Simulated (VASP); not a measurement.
```yaml
crystal:
  lattice:
    - [0.00000, 2.99706, 2.99706]
    - [2.99706, 0.00000, 2.99706]
    - [2.99706, 2.99706, 0.00000]
  atoms:
    - { symbol: Pb, position: [0.00000, 0.00000, 0.00000] }
    - { symbol: F, position: [0.25000, 0.25000, 0.25000] }
    - { symbol: F, position: [0.75000, 0.75000, 0.75000] }
```

All values below come from PBE GGA, VASP's PBE PAW potentials (set 64) (plane waves; VASP). Numerical set-up: 650 eV cut-off, 6×6×6 Γ-centred mesh, Gaussian smearing of 0.050 eV, potentials Pb_d F.

Problem. Give the elastic stiffness tensor with the ions relaxed (GPa, in the frame of the cell).

Solution. 
|  | xx | yy | zz | yz | xz | xy |
|---|---|---|---|---|---|---|
| xx | 103 | 49.1 | 49.1 | 0.0 | 0.0 | 0.0 |
| yy | 49.1 | 103 | 49.1 | 0.0 | 0.0 | 0.0 |
| zz | 49.1 | 49.1 | 103 | 0.0 | 0.0 | 0.0 |
| yz | 0.0 | 0.0 | 0.0 | 20.6 | 0.0 | 0.0 |
| xz | 0.0 | 0.0 | 0.0 | 0.0 | 20.6 | 0.0 |
| xy | 0.0 | 0.0 | 0.0 | 0.0 | 0.0 | 20.6 |

Problem. Predict the Hill bulk modulus, Hill shear modulus, Young's modulus, Poisson's ratio.

Solution. 
Hill bulk modulus: 671 kbar
Hill shear modulus: 23.0 GPa
Young's modulus: 61.9 GPa
Poisson's ratio: 0.346

Measured: C11 96.1 GPa (computed value off by +7.4 %), C44 20.8 GPa (computed value off by -1.1 %), as given by Jamieson, Manghnani, Matsui, Ming, J. Geophys. Res. 91, 4643 (1986). The calculation is for a static lattice, while the measured C11, C44 hold thermal and zero-point effects, which are part of the difference.

The compound is PbF2 in the fluorite structure, the β form. It was relaxed first.
